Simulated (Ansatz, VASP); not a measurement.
# GaC in two plane-wave programs

Wanted: the spread between two codes on one cell, functional and k mesh. The cell is generated by rule, not measured, and may not be a known phase. The cell is taken from a series of runs on this material, whose earlier steps may have relaxed, scaled, displaced or heated it; both programs get it as it stands.

Calculated with Ansatz 0.2.0; plane waves, with VASP 6.6.1 beside it; zone-centre phonons at PBEsol.

The structure was built from a prototype and need not be the compound's stable phase.

**1. The structure**

It takes space group P4/nmm (No. 129, tetragonal). Conventional cell: a = 4.057 Å, b = 4.057 Å, c = 2.684 Å, α = 90.00°, β = 90.00°, γ = 90.00°. Nearest to Ga lie 4 C at 2.11 Å. C has 4 Ga at 2.11 Å nearest. Farther neighbours are not listed.

**2. Ansatz: zone-centre phonons, PBEsol**

Ansatz runs on norm-conserving files, of PseudoDojo where its log says so.

Second derivatives magnify differences that forces hide, and they need a tight electronic threshold.

The input, input.yaml:

```yaml
crystal:
  lattice:
    - [4.0571740904, 0.0, 0.0]
    - [0.0, 4.0571740904, 0.0]
    - [0.0, 0.0, 2.6839107886]
  atoms:
    - { symbol: Ga, position: [0.5, 0.5, 0.0] }
    - { symbol: Ga, position: [0.0, 0.0, 0.0] }
    - { symbol: C, position: [0.0, 0.5, 0.7782277196] }
    - { symbol: C, position: [0.5, 0.0, 0.2217722804] }
kpoints:
  mp_grid: { grid: [10, 10, 14] }
hamiltonian:
  xc: pbesol
  pseudopotentials: { kind: nc }
scf:
  occupations: { method: methfessel_paxton, width: 0.15 }
output:
  eigenvalues: true
phonons:
  method: dfpt
```

Started as:

```console
$ ansatz run input.yaml --threads 4 --pin off --max-ram 7168MiB --backend cpu --events-out ev --progress --plain --runs-dir out
```

Numbers of over 12 decimals in the logs are rounded to 6 here.

Output:

```text
zone centre: on kpoints.mp_grid the ground state, and the responses unless they are solved on pairs of k-points, stand on 288 of the mesh's 1400 k-points, reduced under 4 symmetry operations, with k and −k counted as one. Each operation leaves every solved displacement unchanged or reverses it
Engine: ansatz 0.2.0, aarch64-unknown-linux-gnu
Pseudopotentials: kind: nc
Pseudopotential: Ga, nc, valence charge 13, recommended cutoff 1088.45545 eV (normal), Ga.nc.azcp (PseudoDojo's, or run here from an input of PseudoDojo's: the run reads no file of this project's for it)
Pseudopotential: C, nc, valence charge 4, recommended cutoff 1115.666836 eV (normal), C.nc.azcp (PseudoDojo's, or run here from an input of PseudoDojo's: the run reads no file of this project's for it)
Functional definition: PBEsol
  exchange = pbesol_x
  correlation = pbesol_c
Crystal: 4 atoms, lattice volume = 44.179 Å³
Basis set: ecut = 1115.666836 eV, 3743 PW (Γ), exchange–correlation on 96×96×60 points (8 copies of the dense FFT grid, shifted against one another)
Bands: 21, of which v1, the nominal top of the filled ones, is band 17 counted from 1 (16 counted from 0)
Symmetry: 16 space group operations
k-points: 288 of 1400 (irreducible under 4 space group operations, time reversal used)
Non-local potential: Ga, projectors of the file, l = 0: 2, l = 1: 2, l = 2: 2
Non-local potential: C, projectors of the file, l = 0: 2, l = 1: 2
Initial density: superposition of atomic densities (chi_scale 0.1, normalization cell, long waves kept (reshape's long-wave potential 0.00 eV rms))
Initial wavefunctions: pseudopotential atomic-orbital guess
Functional: x = pbesol(κ = 0.804, μ = 0.123457), c = pbesol(β = 0.046)
SCF iter   1: F=—  HF=-4476.810691 eV  |F-HF|=—  |Δ(HF+E_count)|=         —  Δρ=6.67e-2  dr2=2.18e0  ethr=3.10e-3  ⟨swp⟩=5.5  Hψ=26842  notcnv=0
preconditioner: auto → Kerker (q_TF=auto, 2.612 Å⁻¹)  [metal: Δε(μ)=0.012 eV  Ē_g=14.225 eV  σ=0.150 eV  W_gap=0.07  n_scr=10 (ndim 8)  ℏωp=32.6 eV  f_vac=0.000  D(μ)=1.56/eV (n_scr^D=10)]
SCF iter   2: F=—  HF=-4476.299331 eV  |F-HF|=—  |Δ(HF+E_count)|=   5.11e-1  S|Δr|=    0.00e0  Δρ=3.19e-2  dr2=4.39e-1  ethr=3.10e-3  ⟨swp⟩=2.2  Hψ=9726  notcnv=0  defer=77
SCF iter   3: F=—  HF=-4476.182273 eV  |F-HF|=—  |Δ(HF+E_count)|=   1.17e-1  S|Δr|=    0.00e0  Δρ=7.30e-3  dr2=1.42e-2  ethr=1.29e-3  ⟨swp⟩=2.1  Hψ=8729  notcnv=0  defer=81
SCF iter   4: F=—  HF=-4476.180159 eV  |F-HF|=—  |Δ(HF+E_count)|=   2.11e-3  S|Δr|=    0.00e0  Δρ=8.82e-4  dr2=1.87e-4  ethr=4.17e-5  ⟨swp⟩=2.3  Hψ=10405  notcnv=0  defer=81
SCF iter   5: F=—  HF=-4476.180157 eV  |F-HF|=—  |Δ(HF+E_count)|=   1.54e-6  S|Δr|=    0.00e0  Δρ=2.60e-4  dr2=9.78e-6  ethr=5.51e-7  ⟨swp⟩=2.8  Hψ=11301  notcnv=0  defer=81
SCF iter   6: F=—  HF=-4476.180151 eV  |F-HF|=—  |Δ(HF+E_count)|=   6.10e-6  S|Δr|=    0.00e0  Δρ=4.55e-5  dr2=6.94e-7  ethr=2.88e-8  ⟨swp⟩=2.3  Hψ=9911  notcnv=0  defer=81
SCF iter   7: F=—  HF=-4476.180152 eV  |F-HF|=—  |Δ(HF+E_count)|=   9.89e-7  S|Δr|=    0.00e0  Δρ=1.05e-5  dr2=3.46e-8  ethr=2.04e-9  ⟨swp⟩=2.4  Hψ=10881  notcnv=0  defer=81
SCF iter   8: F=—  HF=-4476.180152 eV  |F-HF|=—  |Δ(HF+E_count)|=   5.40e-9  S|Δr|=    0.00e0  Δρ=1.30e-6  dr2=5.11e-10  ethr=1.02e-10  ⟨swp⟩=2.6  Hψ=8610  notcnv=0  defer=81
SCF iter   9: F=—  HF=-4476.180152 eV  |F-HF|=—  |Δ(HF+E_count)|=    0.00e0  S|Δr|=    0.00e0  Δρ=2.14e-7  dr2=1.32e-11  ethr=1.50e-12  ⟨swp⟩=2.3  Hψ=8882  notcnv=0  defer=81
SCF iter  10: F=-4476.180152 eV  HF=-4476.180152 eV  |F-HF|=2.73e-12  |Δ(HF+E_count)|=    0.00e0  S|Δr|=    0.00e0  Δρ=4.77e-8  dr2=4.60e-13  ethr=1.00e-12  ⟨swp⟩=7.2  Hψ=29341  notcnv=0
the search or the solves at the SCF's close seem to have found levels that the self-consistency loop had missed (the run counts 2). By its estimate they hold under 1e-12 electrons; where the run keeps them, the occupations were computed again with them
SCF 1 converged in 10 iterations: F = -4476.180152 eV  dr2 = 4.60e-13
DFPT response loops at Γ: preconditioner auto → Kerker (q_TF=auto, 2.612 Å⁻¹) (partly filled bands, converged f_vac=0.000); β = 1.00, the filter's whole step (`scf.mixing.beta` (0.50) is not read by the response loops under this deck's `scf.mixing.preconditioner`; to damp them name `kerker` or `kerker_dos`, under which they read `scf.mixing.beta`, and type it under 1.00, their step now; both keys bind the ground state too); Broyden in place of MSR1
SCF converged after 10 iterations
Stability not checked: this state was not tested for a lower state beside it, because cold or Methfessel-Paxton smearing, or corrected tetrahedra, fill the levels in a way that the test cannot read (fill_not_monotonic; see scf.lower_state_search)
Free energy (F): -4476.180152 eV
Harris-Foulkes:  -4476.180152 eV  (|F-HF|=2.73e-12)
Internal energy: -4476.181939 eV  (E = F + TS)
E sigma→0 (E₀):  -4476.180599 eV
Entropy (-TS):   0.001788 eV (0.447 meV/atom)
Fermi energy:    12.108919 eV
--- Per-component energies (eV) ---
  E_band       = 46.933230
  E_kinetic    = 3627.250802
  E_local      = -2773.854724  (includes V_loc(G=0)·N_el)
  E_nonlocal   = -2085.566858
  E_hartree    = 1067.093061
  E_xc         = -1240.474739
  E_vxc        = -855.082089  (∫ρ·V_xc dr)
  E_ewald      = -3070.629482
  E_smearing   = 0.001788  (= −TS)
  E_closure    = 0.000000  (closes the sum)
  Σ components = -4476.180152   (vs F -4476.180152, Δ=0.00e0)
--- Band table (eV; the first three rows and the last of 288) ---
  k-point 0: bands = [... 13 lower, 6.3425, 8.8174, 11.3298, 11.3298, 14.1895, 14.4449, 15.5256, 20.2921]
  k-point 1: bands = [... 13 lower, 6.4362, 8.9115, 11.3745, 11.3745, 13.6266, 14.2367, 15.4347, 20.7368]
  k-point 2: bands = [... 13 lower, 6.7103, 9.1969, 11.4953, 11.4953, 12.1834, 13.8272, 15.2953, 21.3131]
  k-point 287: bands = [... 13 lower, 7.0374, 8.5647, 8.5647, 8.6503, 8.6503, 17.5172, 17.5172, 19.9575]
--- Phonons (Γ-DFPT): 4 representative perturbations + reference, on 288 of 1400 k-points (Σ response iterations 12) ---
  k mesh reduced under 4 symmetry operations, with k and −k counted as one. Each operation leaves every solved displacement unchanged or reverses it
  ASR residual: 3.802e-5 → 0.000e0 eV/Å²; symmetrization residual: 1.318e-5 eV/Å²
  ASR residual per site (eV/Å²): 3.80e-5 3.80e-5 1.22e-5 1.22e-5
  Γ frequencies (cm⁻¹): -42.18 0.00 0.00 0.00 186.81 207.69 207.69 342.97 407.05 407.05 524.74 524.74
  non-analytic LO–TO correction: not included (Born effective charges unavailable; polar crystals: no LO–TO splitting at Γ)
```

[end of part 1 of 2]

[Lines on the potential files, build, host, timing and source positions are cut from VASP's logs without a mark.]

[Logs are printed without paths, hosts, clocks, repeated set-up lines and the standing remarks that a program may print on its own settings, such as how far it seeks lower states.]

[Hosts, paths, dates, database ids (printed as entryN), source tags and the programs' standing remarks are cut or masked in the printed files.]
